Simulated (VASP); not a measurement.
Level of theory: PBE GGA, VASP's PBE PAW potentials (set 64) (plane waves; VASP).

Input for VASP

**POSCAR**
```
Re
1
    0.0000000000     2.7605290000     2.7605290000
    2.7605290000     0.0000000000     2.7605290000
    2.7605290000     2.7605290000     0.0000000000
Re
2
Direct
  0.7500000000   0.7500000000   0.7500000000
  0.5000000000   0.5000000000   0.5000000000
```

### INCAR
```
ALGO = Normal
EDIFF = 1E-6
ENCUT = 300
GGA = PE
ISIF = 2
ISMEAR = -1
LASPH = .TRUE.
LCHARG = .FALSE.
LMAXMIX = 6
LREAL = .FALSE.
LWAVE = .FALSE.
NELM = 100
PREC = Accurate
SIGMA = 0.1
SYSTEM = Re
```

**KPOINTS**
```
kpoints
0
G
 8 8 8
0 0 0
```

POTCAR, in this order: Re (PBE.64 set). Program: vasp_std.

The run wrote:

OSZICAR:
```
       N       E                     dE             d eps       ncg     rms          rms(c)
DAV:   1     0.117689424843E+02    0.11769E+02   -0.51096E+03  1276   0.114E+03
DAV:   2    -0.198203287994E+02   -0.31589E+02   -0.27783E+02  1163   0.286E+02
DAV:   3    -0.221024117511E+02   -0.22821E+01   -0.20564E+01  1161   0.788E+01
DAV:   4    -0.222002784901E+02   -0.97867E-01   -0.93505E-01  1147   0.117E+01
DAV:   5    -0.222040684433E+02   -0.37900E-02   -0.37466E-02  1088   0.204E+00    0.340E+01
DAV:   6    -0.218412184873E+02    0.36285E+00   -0.30351E-01  1251   0.126E+01    0.173E+01
DAV:   7    -0.216758080734E+02    0.16541E+00   -0.23845E-01  1245   0.106E+01    0.905E-01
DAV:   8    -0.216689044323E+02    0.69036E-02   -0.12145E-02  1037   0.153E+00    0.511E-02
DAV:   9    -0.216690008803E+02   -0.96448E-04   -0.36270E-04  1053   0.166E-01    0.606E-02
DAV:  10    -0.216690204146E+02   -0.19534E-04   -0.18688E-05  1141   0.146E-01    0.251E-02
DAV:  11    -0.216690243555E+02   -0.39409E-05   -0.33985E-06   806   0.721E-02    0.113E-02
DAV:  12    -0.216690246660E+02   -0.31053E-06   -0.60846E-07   538   0.135E-02
   1 F= -.21669025E+02 E0= -.21649997E+02  d E =-.380560E-01
```

### OUTCAR
```
------------------------ aborting loop because EDIFF is reached ----------------------------------------
  FORCE on cell =-STRESS in cart. coord.  units (eV):
  Direction    XX          YY          ZZ          XY          YZ          ZX
  --------------------------------------------------------------------------------------
  Total        2.9436438      2.9436438      2.9436438      0.0000000      0.0000000      0.0000000
  in kB      112.0956881    112.0956881    112.0956881      0.0000000      0.0000000      0.0000000
  external PRESSURE =     112.0956881 kB  Pullay stress =       0.0000000 kB
  volume of cell :       42.07
      direct lattice vectors                 reciprocal lattice vectors
     0.000000000  2.760529000  2.760529000    -0.181124705  0.181124705  0.181124705
     2.760529000  0.000000000  2.760529000     0.181124705 -0.181124705  0.181124705
     2.760529000  2.760529000  0.000000000     0.181124705  0.181124705 -0.181124705
 POSITION                                       TOTAL-FORCE (eV/Angst)
 -----------------------------------------------------------------------------------
      4.14079      4.14079      4.14079         0.000000      0.000000     -0.000000
      2.76053      2.76053      2.76053        -0.000000     -0.000000      0.000000
 -----------------------------------------------------------------------------------
    total drift:                                0.000000      0.000000      0.000000
  FREE ENERGIE OF THE ION-ELECTRON SYSTEM (eV)
  ---------------------------------------------------
  free  energy   TOTEN  =       -21.6690246660 eV

  energy  without entropy=      -21.6309686168  energy(sigma->0) =      -21.64999664
```
(Selected blocks of OUTCAR.)

File OUTCAR:
```
 val. band max:        4.0862307458   @ k =  -0.3750   0.2500   0.1250

 cond. band min:       4.2710766424   @ k =  -0.3750   0.3750   0.1250


 Fermi energy:         4.0988281802

 k-point     1 :       0.0000    0.0000    0.0000
  band No.  band energies     occupation
      1      -3.1117      2.00000
      2       0.7438      2.00000
      3       0.7438      2.00000
      4       1.6598      2.00000
      5       1.6598      2.00000
      6       1.6598      2.00000
      7       4.7351      0.00344
      8       4.7351      0.00344
      9       4.7351      0.00344
     10       8.5465      0.00000
     11       8.5465      0.00000

 k-point     2 :       0.1250    0.0000    0.0000
  band No.  band energies     occupation
      1      -2.8081      2.00000
      2       0.6142      2.00000
      3       0.6142      2.00000
      4       1.6136      2.00000
      5       1.9154      2.00000
      6       1.9154      2.00000
      7       4.3090      0.21777
      8       4.6937      0.00520
      9       4.6937      0.00520
     10       8.5019      0.00000
     11       8.5019      0.00000

 k-point     3 :       0.2500    0.0000    0.0000
  band No.  band energies     occupation
      1      -1.9825      2.00000
      2       0.5534      2.00000
      3       0.5534      2.00000
      4       1.5085      2.00000
      5       2.1144      2.00000
      6       2.1144      2.00000
      7       3.4537      1.99685
      8       4.8398      0.00121
      9       4.8398      0.00121
     10       8.3186      0.00000
     11       8.3186      0.00000

 k-point     4 :       0.3750    0.0000    0.0000
  band No.  band energies     occupation
      1      -0.9452      2.00000
      2       0.7524      2.00000
      3       0.7524      2.00000
      4       1.2462      2.00000
      5       1.8053      2.00000
      6       1.8053      2.00000
      7       3.0219      1.99996
      8       5.4496      0.00000
      9       5.4496      0.00000
...
```

At this cut-off the stress carries a Pulay error, which pulls relaxed volumes low. Unless said otherwise, spin-orbit coupling is left out, though it shifts the bands of the heavy elements here.

The structure was generated: Re was put into an ordered model structure, which need not be its known phase. The cell was not relaxed at this level.
